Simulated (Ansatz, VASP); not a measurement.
# Zn9Ge20O49: VASP beside Ansatz

One calculation is typed for both programs; each brings its own data sets. How far apart do they land? Of the first pair: The structure shown is frame 100 of Ansatz's trajectory.

Main program and level: Ansatz 0.2.0; plane waves, with VASP 6.6.1 beside it; single point at PBE.

## 1. The starting structure

The cell holds 78 atoms: 20 Ge, 9 Zn and 49 O. Its edges and angles: a = 10.468 Å, b = 10.468 Å, c = 10.468 Å, α = 90.0°, β = 90.0°, γ = 90.0°. As first built, before any earlier steps moved the atoms (in the runner's words): 78 atoms (20 Ge, 9 Zn, 49 O) placed at random at 3.98 g/cm^3, melted at 4000 K for 10 ps at fixed volume with the Morse and Coulomb pair potential with partial charges (Pedone, Malavasi, Menziani, Cormack and Segre, J. Phys. Chem. B 110, 11780 (2006)). Quenched from 4000 K to 300 K at 20 K/ps and fixed volume, held 10 ps at zero pressure.

## 2. Ansatz: dynamics, PBE

Ansatz runs on its PAW soft_1 files.

One frame of this run of dynamics is then solved in both programs, so the motion causes no difference.

File input.yaml:

```yaml
crystal:
  lattice:
    - [10.4683, 0.0, 0.0]
    - [0.0, 10.4683, 0.0]
    - [0.0, 0.0, 10.4683]
  atoms:
    - { symbol: Ge, position: [0.4374731331734857, 0.06194893153616156, 0.31239074157217506] }
    - { symbol: Ge, position: [0.7802508525739614, 0.3730405127862213, 0.6466283923846279] }
    - { symbol: Ge, position: [0.5145439087530927, 0.3422427710325459, 0.8345194539705588] }
    - { symbol: Ge, position: [0.6164229148954462, 0.02271620033816379, 0.5325124423258791] }
    - { symbol: Ge, position: [0.17979041487156466, 0.03979633751420957, 0.5100828214705349] }
    - { symbol: Ge, position: [0.10667443615486756, 0.9569939722782115, 0.20307022152594023] }
    - { symbol: Ge, position: [0.6959678266767289, 0.9581880534566263, 0.16484051851781092] }
    - { symbol: Ge, position: [0.23191922279644261, 0.36406102232454174, 0.8951692251846051] }
    - { symbol: Ge, position: [0.012523523399214772, 0.7008205725858068, 0.32003286111403] }
    - { symbol: Ge, position: [0.13587688545418072, 0.359752777432821, 0.5806577954395652] }
    - { symbol: Ge, position: [0.3789344974828769, 0.35340981821308143, 0.19259096510417165] }
    - { symbol: Ge, position: [0.7427758088705902, 0.2743616442020195, 0.06454725218039223] }
    - { symbol: Ge, position: [0.7383720374845963, 0.6736146270168031, 0.7044505793681878] }
    - { symbol: Ge, position: [0.2868851676012342, 0.5576263576702999, 0.3888979108355703] }
    - { symbol: Ge, position: [0.6231766380405606, 0.7203939512623826, 0.9928450655789384] }
    - { symbol: Ge, position: [0.4003228795506434, 0.06256030109950995, 0.7657785886915738] }
    - { symbol: Ge, position: [0.012676365790051873, 0.15742766256221163, 0.9673585969068522] }
    - { symbol: Ge, position: [0.3502861018503482, 0.8742966861859137, 0.027349235310413344] }
    - { symbol: Ge, position: [0.12381188922747725, 0.6629061070087789, 0.896124490127337] }
    - { symbol: Ge, position: [0.5717547261733041, 0.7259153826313729, 0.4383424242713717] }
    - { symbol: Zn, position: [0.6659247442278116, 0.5186706533056944, 0.21977780537432057] }
    - { symbol: Zn, position: [0.6257463007365094, 0.30532178099595925, 0.37308827603335787] }
    - { symbol: Zn, position: [0.29492849841903657, 0.5547701154915317, 0.6841894099328449] }
    - { symbol: Zn, position: [0.8866578145448641, 0.4085572633569921, 0.34956965314329935] }
    - { symbol: Zn, position: [0.903862136163465, 0.9456167668102748, 0.4368713162595646] }
    - { symbol: Zn, position: [0.9166149231489354, 0.08174202114956584, 0.6827947231164564] }
    - { symbol: Zn, position: [0.01941098363631153, 0.7831357527010117, 0.6269881451620608] }
    - { symbol: Zn, position: [0.8895809252696236, 0.870437415817277, 0.8801620129342874] }
    - { symbol: Zn, position: [0.8801238023365782, 0.6010909125645998, 0.07049855277361176] }
    - { symbol: O, position: [0.15976806167190472, 0.6652274008196174, 0.36963021694066855] }
    - { symbol: O, position: [0.9282118395537002, 0.5799795573302255, 0.24765243640323645] }
    - { symbol: O, position: [0.1606182474709361, 0.20712054488312337, 0.5232941356285166] }
    - { symbol: O, position: [0.6256412215928089, 0.32174278536152007, 0.9619995605781263] }
    - { symbol: O, position: [0.2813350782839621, 0.4583743301204589, 0.26254501686042625] }
    - { symbol: O, position: [0.25962190613566677, 0.4651185006161459, 0.5190814172310692] }
    - { symbol: O, position: [0.8971275183172054, 0.26868737044219215, 0.6831959343924038] }
    - { symbol: O, position: [0.5563749605953211, 0.1279863970272155, 0.4126362446624572] }
    - { symbol: O, position: [0.7790185607978373, 0.047228298768663496, 0.5517610309219262] }
    - { symbol: O, position: [0.9454925823677198, 0.7562641498619643, 0.4574859337237183] }
    - { symbol: O, position: [0.6347066858993342, 0.6870647574104679, 0.29744084521842135] }
    - { symbol: O, position: [0.4234402911647545, 0.6380883237966051, 0.42433824021092253] }
    - { symbol: O, position: [0.9447283704135342, 0.044028161210511736, 0.8625851379880211] }
    - { symbol: O, position: [0.4087292110466838, 0.46743024177755704, 0.8086795372696618] }
    - { symbol: O, position: [0.3489773888788056, 0.3589025916337896, 0.028571974437110133] }
    - { symbol: O, position: [0.3092765778588692, 0.01567589771022993, 0.40083872261971865] }
    - { symbol: O, position: [0.26777031609716956, 0.9400666774930027, 0.14694840614044305] }
    - { symbol: O, position: [0.37729144178137813, 0.19712847358214802, 0.24129037188464222] }
    - { symbol: O, position: [0.8983598100933293, 0.2686491598444829, 0.00016239504026441734] }
    - { symbol: O, position: [0.28764937955541975, 0.029498581431560048, 0.6503539256612821] }
    - { symbol: O, position: [0.03690188473773201, 0.06012437549554369, 0.10014997659600891] }
    - { symbol: O, position: [0.38971943868631964, 0.9770449834261533, 0.8969842285757956] }
    - { symbol: O, position: [0.9708071033501141, 0.6980694095507389, 0.9409550738897433] }
    - { symbol: O, position: [0.7017185216319747, 0.586437148343093, 0.04791608952743044] }
    - { symbol: O, position: [0.7930609554559958, 0.9417957070393475, 0.29354336425207533] }
    - { symbol: O, position: [0.5236189257090454, 0.4049368092240383, 0.2517218650592742] }
    - { symbol: O, position: [0.6540221430413725, 0.6826227754267646, 0.5663861371951511] }
    - { symbol: O, position: [0.013488340991373958, 0.4200777585663384, 0.4919709981563387] }
    - { symbol: O, position: [0.7171842610548036, 0.8510264321809654, 0.04098086604319708] }
    - { symbol: O, position: [0.85407372734828, 0.7904148715646285, 0.7218077433776258] }
    - { symbol: O, position: [0.5650201083270445, 0.8887689500683016, 0.4612687828969365] }
    - { symbol: O, position: [0.476390626940382, 0.7668102748297241, 0.03497224955341364] }
    - { symbol: O, position: [0.04448668838302303, 0.9677024922862357, 0.590305971361157] }
    - { symbol: O, position: [0.1644106492935816, 0.5120697725514172, 0.9483965877936247] }
    - { symbol: O, position: [0.1700467124556996, 0.3835006639091352, 0.7384198007317331] }
    - { symbol: O, position: [0.7946466952609307, 0.5240392422838475, 0.7086346398173533] }
    - { symbol: O, position: [0.4033224114708215, 0.21794369668427538, 0.8186429506223553] }
    - { symbol: O, position: [0.14355721559374493, 0.6706724109931891, 0.729067756942388] }
    - { symbol: O, position: [0.5379956630971601, 0.04223226311817583, 0.6724396511372429] }
    - { symbol: O, position: [0.0811593095344994, 0.007986014921238405, 0.35894080223149893] }
    - { symbol: O, position: [0.6200624743272547, 0.3418415597565985, 0.7089976404955914] }
    - { symbol: O, position: [0.6351461077729909, 0.7079086384608771, 0.8308416839410411] }
    - { symbol: O, position: [0.23162309066419573, 0.773821919509376, 0.9573569729564496] }
    - { symbol: O, position: [0.7626835302771224, 0.34615935729774655, 0.213196029918898] }
    - { symbol: O, position: [0.15383586637753982, 0.22074262296647976, 0.9226139869892916] }
    - { symbol: O, position: [0.531729125072839, 0.9769399042824528, 0.20313709007193148] }
    - { symbol: O, position: [0.034637906823457486, 0.8097971972526581, 0.2048565669688488] }
    - { symbol: O, position: [0.7080137176045777, 0.11592140080051203, 0.10935873064394411] }
    - { symbol: O, position: [0.7448869443940277, 0.37982289387961754, 0.4848829322812682] }
basis:
  ecutwfc: 450.0
kpoints:
  mp_grid:
    grid: [1, 1, 1]
hamiltonian:
  xc: pbe
  pseudopotentials:
    kind: paw
    xc_functional: pbe
    azcp:
      folder: "./paw"
scf:
  occupations:
    method: gaussian
    width: 0.05
md:
  timestep: 1.0
  n_steps: 300
  ensemble: nve
  temperature: 900.0
  initial_velocities: maxwell_boltzmann
  seed: 83
```

On the command line:

```sh
$ python dynamics.py
```

## 3. VASP: single point, PBE, pair 1

The same cell, functional, mesh and smearing now go to VASP, with its own data sets.

Lines of VASP's logs that name or quote its potential files are left out, and so is its time.

File INCAR:

```
SYSTEM = Zn9Ge20O49
PREC = Accurate
ENCUT = 520
EDIFF = 1E-06
NELM = 120
ISMEAR = 0
SIGMA = 0.05
LREAL = Auto
ALGO = Normal
GGA = PE
NBANDS = 400
LORBIT = 11
LWAVE = .FALSE.
LCHARG = .FALSE.
ISIF = 2
LASPH = .TRUE.
GGA_COMPAT = .FALSE.
EFERMI = MIDGAP
NCORE = 2
```

File POSCAR:

```
Zn9Ge20O49
1.0
   10.4683000000      0.0000000000      0.0000000000
    0.0000000000     10.4683000000      0.0000000000
    0.0000000000      0.0000000000     10.4683000000
Ge Zn O
20 9 49
Direct
    0.4150435123      0.0591595579      0.2966288700
    0.8003496270      0.3748841741      0.6577381237
    0.5272298272      0.3646723919      0.8417412569
    0.6156682556      0.0127050237      0.5438036739
    0.1849583982      0.0298329242      0.5193488914
    0.1117564457      0.9448525549      0.2004814535
    0.6806931402      0.9983378390      0.1497473324
    0.2361032832      0.3485761776      0.8860464450
    0.0340551952      0.7056255552      0.3251530812
    0.1108393913      0.3382975268      0.5729583600
    0.3762788609      0.3493499422      0.1924572280
    0.7310356027      0.2947374454      0.0645090416
    0.7367576397      0.6685517228      0.7021866015
    0.2943266815      0.5478635500      0.4021474356
    0.6205878700      0.7372257196      0.9758891128
    0.3976959010      0.0764020901      0.7733156291
    0.9895685068      0.1581823219      0.9951185961
    0.3472388067      0.8572356543      0.9982805231
    0.1350840156      0.6497138981      0.8925709045
    0.5759387866      0.7097714051      0.4515632911
    0.6543373805      0.5598521250      0.2110848944
    0.6366267684      0.2774280447      0.3647774710
    0.2820419743      0.5225681343      0.6797856385
    0.8980159147      0.4150626176      0.3721998796
    0.8966689911      0.9499250117      0.4127604291
    0.9027540288      0.0827546020      0.6834538559
    0.0105747829      0.7717107840      0.6191167620
    0.8806109875      0.8724912354      0.9046741114
    0.9133479170      0.6286216482      0.0712054488
    0.2023728781      0.6886791552      0.3765081245
    0.9666421482      0.5688602734      0.2460189334
    0.1411021847      0.1964788934      0.5066629730
    0.6283255161      0.3858028524      0.9829867314
    0.2816312104      0.4857426707      0.2364185207
    0.2849841904      0.4358873934      0.5236475837
    0.9349560100      0.2656496279      0.6437625976
    0.5568048298      0.1085180975      0.4065607596
    0.7782161382      0.0527974934      0.5581422007
    0.9373250671      0.7676318027      0.4557377989
    0.6600212069      0.7051574754      0.3046722008
    0.4196287840      0.6639091352      0.4316173591
    0.9039194521      0.0533419944      0.8827125703
    0.4310728581      0.4865833039      0.7998910998
    0.3565144293      0.3535435553      0.0198313002
    0.3343904932      0.9769207990      0.4249209518
    0.2873341421      0.9473266911      0.1407391840
    0.3490920207      0.1915401737      0.2227486793
    0.8851580486      0.2951959726      0.9826810466
    0.2557053199      0.0426048164      0.6688956182
    0.0147970540      0.0596180851      0.1295339262
    0.4300316193      0.9590477919      0.9000506290
    0.9666517008      0.6889275240      0.9087339874
    0.7149584937      0.6285452270      0.0746061920
    0.8073708243      0.9997038679      0.2558772676
    0.5307929654      0.3991956669      0.2694897930
    0.6701088047      0.6075485036      0.5600909412
    0.0187231929      0.4550786661      0.5032431245
    0.6989673586      0.8914245866      0.9979079698
    0.8581718140      0.7819130136      0.7171556031
    0.5970405892      0.8504532732      0.5255007976
    0.4557855621      0.7270999112      0.0359752777
    0.0322401918      0.9690398632      0.5890068110
    0.1652608351      0.4937573436      0.9346025620
    0.1797235463      0.3687131626      0.7248550385
    0.8095297231      0.5208295521      0.7583657327
    0.4051565202      0.2432391124      0.7901856080
    0.1553451850      0.6724778617      0.7271190165
    0.5293123048      0.0376756493      0.6798716124
    0.0960996532      0.9783823543      0.3629051517
    0.6611102089      0.3260701356      0.7465395527
    0.6137290678      0.6846097265      0.8208400600
    0.2106454725      0.7838426488      0.9633751421
    0.7737359457      0.3466752004      0.2183162500
    0.1365933342      0.2299227191      0.9532302284
    0.5141618028      0.9566118663      0.1906326720
    0.9990733930      0.8141627580      0.1798859414
    0.6715512547      0.1432324255      0.0819235215
    0.7601520782      0.3493786002      0.4882932281
```

File KPOINTS:

```
Automatic mesh
0
Gamma
1 1 1
0 0 0
```

Potentials, in the order of the species: Ge_d, Zn and O (PBE family, release 64).

On the command line:

```sh
$ mpirun -np 8 vasp_gam
```

Output:

```text
[banner, memory and clock lines left out]
running    8 mpi-ranks, on    1 nodes
[...]
LDA part: xc-table for (Slater+PW92), standard interpolation
 POSCAR, INCAR and KPOINTS ok, starting setup
[...]
entering main loop
       N       E                     dE             d eps       ncg     rms          rms(c)
DAV:   1     0.207705530380E+05    0.20771E+05   -0.23607E+05   968   0.434E+03
DAV:   2     0.490658312722E+04   -0.15864E+05   -0.14904E+05   800   0.122E+03
DAV:   3     0.264310752236E+03   -0.46423E+04   -0.43478E+04   848   0.400E+02
DAV:   4    -0.478181957028E+03   -0.74249E+03   -0.72362E+03   888   0.178E+02
[...]
DAV:  18    -0.448730005288E+03   -0.10597E-05   -0.51773E-05   984   0.319E-02    0.997E-03
DAV:  19    -0.448730006515E+03   -0.12267E-05   -0.23368E-05  1008   0.216E-02    0.600E-03
DAV:  20    -0.448730006332E+03    0.18274E-06   -0.29791E-06   616   0.117E-02
   1 F= -.44873001E+03 E0= -.44873001E+03  d E =-.604525E-67
```

OUTCAR, selected parts (step 3):

```text
  FREE ENERGIE OF THE ION-ELECTRON SYSTEM (eV)
  ---------------------------------------------------
  free  energy   TOTEN  =      -448.7300063320 eV

  energy  without entropy=     -448.7300063320  energy(sigma->0) =     -448.73000633

[... 1 further part left out ...]
```

The run ends at a pressure of -0.64 GPa, with forces up to 5.2 eV/Å.

## 4. Differences

Known differences besides the potentials themselves: the cutoff is 450 eV in Ansatz and 520 eV in VASP (PREC = Accurate, projectors in real space). Total energies have different zeros and are not compared.

Forces on 8 of the 78 atoms, those with the largest forces and the largest differences (eV/Å; atoms numbered as in POSCAR):

```tsv
atom	Ansatz x, y, z	VASP x, y, z
Ge11	1.482, 3.084, -1.119	1.445, 3.024, -1.144
Ge16	-1.084, -2.241, -2.261	-1.028, -2.254, -2.301
Ge18	1.825, -0.035, 3.074	1.774, -0.057, 3.043
Ge20	2.059, -2.371, -1.957	2.024, -2.296, -1.920
Zn21	-1.914, -3.267, 2.772	-1.972, -3.437, 2.847
Zn23	0.737, 1.680, 1.516	0.771, 1.786, 1.579
O49	2.340, 0.190, 3.602	2.332, 0.184, 3.572
O53	1.763, 1.887, -4.289	1.798, 1.959, -4.448
```

The forces differ by 39 meV/Å r.m.s., which is 3.2 % of the r.m.s. force of 1.196 eV/Å (both taken over all components).

## 5. Ansatz: dynamics, PBE

One frame of this run of dynamics is then solved in both programs, so the motion causes no difference.

The structure compared here is frame 200 of Ansatz's trajectory.

input.yaml is that of step 2.

On the command line:

```sh
$ python dynamics.py
```

## 6. VASP: single point, PBE, pair 2

The same cell, functional, mesh and smearing now go to VASP, with its own data sets.

INCAR is that of step 3.

File POSCAR:

```
Zn9Ge20O49
1.0
   10.4683000000      0.0000000000      0.0000000000
    0.0000000000     10.4683000000      0.0000000000
    0.0000000000      0.0000000000     10.4683000000
Ge Zn O
20 9 49
Direct
    0.4141646686      0.0585386357      0.3347248359
    0.8001776793      0.3740721989      0.6362924257
    0.5417689596      0.3542313461      0.8217284564
    0.6330922881      0.0129724979      0.5448544654
    0.1798859414      0.0538960481      0.5220713965
    0.0929663842      0.9493423001      0.1985422657
    0.6557607252      0.0103168614      0.1536352607
    0.2377272336      0.3666115797      0.9034322669
    0.0327464822      0.6847530162      0.3446882493
    0.0764403007      0.3383357374      0.6119331697
    0.3558648491      0.3461402520      0.2141417422
    0.7423459396      0.2992080854      0.0591882159
    0.7620817134      0.6602982337      0.7057115291
    0.2948711825      0.5556585119      0.3991574563
    0.6257845113      0.7432247834      0.0019582931
    0.4106301883      0.0751411404      0.7587669440
    0.9994841569      0.1448850339      0.9502020385
    0.3366640238      0.8651165901      0.0094093597
    0.1243468376      0.6615114202      0.8734560530
    0.5904301558      0.6839123831      0.4611541511
    0.6232339539      0.5162060698      0.2111804209
    0.6308665208      0.2871908524      0.3806921850
    0.3289072724      0.5139134339      0.6776458451
    0.8826457018      0.4376164229      0.3653315247
    0.8767899277      0.9461994784      0.3952695280
    0.9331505593      0.0745775341      0.6600021016
    0.0364815682      0.7712140462      0.6041573130
    0.8786335890      0.8539113323      0.8717079182
    0.9064413515      0.6530382202      0.0910367490
    0.1746797474      0.6842467258      0.4186448612
    0.9703772341      0.5573684361      0.2387016039
    0.0905686692      0.1949409169      0.5198933924
    0.6533056943      0.3944384475      0.9370384876
    0.2756894625      0.4956774261      0.2317281698
    0.2822807906      0.4253794790      0.5083920025
    0.9216300641      0.2659457601      0.6734713373
    0.5492104735      0.1271553165      0.4353906556
    0.7908542934      0.0360134883      0.5455518088
    0.9129753637      0.7624733720      0.4403102701
    0.6939617703      0.6500577935      0.3346293094
    0.4307958312      0.6425016478      0.4284840901
    0.9517686730      0.0257634955      0.8361529570
    0.4471499670      0.4940916863      0.8027759999
    0.3541358196      0.3569538512      0.0379717815
    0.3185426478      0.9756120860      0.4377979233
    0.2631659391      0.9370671456      0.1353705950
    0.3079201016      0.1961732086      0.2853089804
    0.8936981172      0.2634143080      0.9897786651
    0.2826246860      0.0882187175      0.6582348614
    0.0081484100      0.0540871011      0.0938452280
    0.4060544692      0.0003438954      0.9089441457
    0.9630694573      0.6713315438      0.9118099405
    0.7106884594      0.6192982624      0.0753608513
    0.7609927113      0.0172043216      0.2752118300
    0.5131205640      0.3828128732      0.2819177899
    0.6317167066      0.6182665762      0.6116179322
    0.0110619680      0.4287324589      0.4864209088
    0.7298319689      0.8977770985      0.0157045557
    0.8656801964      0.7850844932      0.7029221555
    0.5789574238      0.8646867209      0.4723403036
    0.4645357890      0.7455651825      0.0623883534
    0.0492916710      0.9539848877      0.5846985661
    0.1787969393      0.5223006601      0.9459797675
    0.1973195266      0.3742632519      0.7293161258
    0.8556690198      0.5167792287      0.7210626367
    0.4126171394      0.2360841779      0.8229416429
    0.1489353572      0.6540890116      0.7063324513
    0.5632719735      0.0450025315      0.6915736079
    0.0609076927      0.9994554990      0.3566672717
    0.6444981516      0.3215230744      0.6867686253
    0.6543564858      0.7415244118      0.8317873962
    0.2352722027      0.7870141284      0.8929339052
    0.7584421539      0.3766227563      0.2195963050
    0.1625860933      0.2056303316      0.9203786670
    0.4904903375      0.9772073785      0.2169979844
    0.0356695930      0.7918764269      0.1982461336
    0.6303602304      0.1637419638      0.0737369009
    0.7569997039      0.3668217380      0.4760849422
```

KPOINTS is that of step 3.

On the command line:

```sh
$ mpirun -np 8 vasp_gam
```

Output:

```text
[... set-up lines as in an earlier step ...]
 entering main loop
       N       E                     dE             d eps       ncg     rms          rms(c)
DAV:   1     0.205932733853E+05    0.20593E+05   -0.23981E+05   992   0.434E+03
DAV:   2     0.508246126689E+04   -0.15511E+05   -0.14397E+05   800   0.127E+03
DAV:   3     0.283340288612E+03   -0.47991E+04   -0.45261E+04   864   0.401E+02
DAV:   4    -0.480552397717E+03   -0.76389E+03   -0.74682E+03   904   0.181E+02
[...]
DAV:  18    -0.450720261051E+03    0.23351E-06   -0.62970E-05  1008   0.344E-02    0.108E-02
DAV:  19    -0.450720262014E+03   -0.96303E-06   -0.23540E-05  1048   0.213E-02    0.620E-03
DAV:  20    -0.450720261818E+03    0.19561E-06   -0.37440E-06   688   0.128E-02
   1 F= -.45072026E+03 E0= -.45072026E+03  d E =-.411839E-85
```

Parts of OUTCAR (step 6):

```text
  FREE ENERGIE OF THE ION-ELECTRON SYSTEM (eV)
  ---------------------------------------------------
  free  energy   TOTEN  =      -450.7202618180 eV

  energy  without entropy=     -450.7202618180  energy(sigma->0) =     -450.72026182

[... 1 part as in an earlier step ...]
```

The run ends at a pressure of -1.73 GPa, with forces up to 4.8 eV/Å.

[end of part 1 of 2]

[Lines on the potential files, build, host, timing and source positions are cut from VASP's logs without a mark.]

[Logs are printed without paths, hosts, clocks, repeated set-up lines and the standing remarks that a program may print on its own settings, such as how far it seeks lower states.]

[Hosts, paths, dates, database ids (printed as entryN), source tags and the programs' standing remarks are cut or masked in the printed files.]
